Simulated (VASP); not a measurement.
An input for Quantum ESPRESSO's pw.x (written as the equivalent of a VASP run, and not itself run):

```
&CONTROL
  calculation = 'scf'
  pseudo_dir = './pseudo'
  outdir = './out'
  tprnfor = .true.
  tstress = .true.
/
&SYSTEM
  ibrav = 0
  nat = 3
  ntyp = 2
  ecutwfc = 84
  occupations = 'tetrahedra'
  input_dft = 'vdw-df-ob86'
/
&ELECTRONS
  conv_thr = 7.3e-09
  electron_maxstep = 100
/
ATOMIC_SPECIES
  Ca 40.078 Ca.upf
  F 18.998 F.upf
CELL_PARAMETERS angstrom
     0.0000000    2.7301357    2.7301357
     2.7301357    0.0000000    2.7301357
     2.7301357    2.7301357   -0.0000000
ATOMIC_POSITIONS crystal
  Ca   1.0000000  0.0000000  0.0000000
  F    0.2500000  0.2500000  0.2500000
  F    0.7500000  0.7500000  0.7500000
K_POINTS automatic
  8 8 8 0 0 0
```

Translate this input to VASP (INCAR, KPOINTS, POSCAR, choice of POTCAR).

Several could match; the one computed here: 
### KPOINTS
```
Automatic mesh
0
Gamma
8 8 8
0 0 0
```

**POSCAR**
```
CaF2
1
    0.0000000000     2.7301357050     2.7301357050
    2.7301357050     0.0000000000     2.7301357050
    2.7301357050     2.7301357050    -0.0000000000
Ca F
1 2
Direct
  1.0000000000   0.0000000000   0.0000000000
  0.2500000000   0.2500000000   0.2500000000
  0.7500000000   0.7500000000   0.7500000000
```

### INCAR
```
# general
SYSTEM   = CaF2
PREC     = Accurate
ENCUT    = 520   # plane-wave cut-off (eV)
LREAL    = .FALSE.
LASPH    = .TRUE.   # aspherical one-centre terms

# electronic loop
EDIFF    = 1E-7   # SCF stop (eV)
NELM     = 100   # most electronic steps
ALGO     = Normal

# smearing
ISMEAR   = -5   # tetrahedra, Bloechl

# functional
GGA      = MK
LUSE_VDW = .TRUE.
AGGAC    = 0.0
PARAM1   = 0.1234
PARAM2   = 1.0

# ions
ISIF     = 2

# output
LWAVE    = .FALSE.
LCHARG   = .TRUE.
LORBIT   = 11   # lm-projected
NEDOS    = 601   # DOS grid

# other
LEFG     = .TRUE.
```

POTCAR, in this order: Ca_sv F (PBE.64 set). Program: vasp_std.

What does not carry over: the potentials are each code's own (VASP's PAW set, PseudoDojo norm-conserving files in pw.x), so ENCUT and ecutwfc are chosen apart and not converted; conv_thr bounds pw.x's estimated SCF error, while EDIFF bounds the energy change between steps; the field gradients of LEFG aren't asked of the other code.

The compound is CaF2 in the fluorite structure. The cell was not relaxed at this level.
